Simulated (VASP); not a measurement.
```
CELL_PARAMETERS angstrom
      1.63586    -2.83340     0.00000
      1.63586     2.83340     0.00000
      0.00000     0.00000    13.05973
ATOMIC_POSITIONS crystal
  Mo 0.33333 0.66667 0.25000
  Mo 0.66667 0.33333 0.75000
  Se 0.33333 0.66667 0.87757
  Se 0.66667 0.33333 0.37757
  Se 0.66667 0.33333 0.12243
  Se 0.33333 0.66667 0.62243
```

Level of theory: PBEsol GGA, VASP's PBE PAW potentials (set 64) (plane waves; VASP 6.6.1). Run with 500 eV cut-off, 8×8×2 Γ-centred mesh, Gaussian smearing of 0.050 eV, potentials Mo_sv Se.

Without a dispersion term in the relaxation, distances and binding between the weakly bound layers, chains or molecules are unreliable, and so is what depends on them.

Task: Predict the energy per atom (σ→0).

Result: 
```json
{
 "energy per atom (σ→0)": "-7.210 eV/atom"
}
```

Only differences to runs with the same potentials and settings are physical.

The compound is MoSe2 in the 2H layered structure. It was relaxed first.
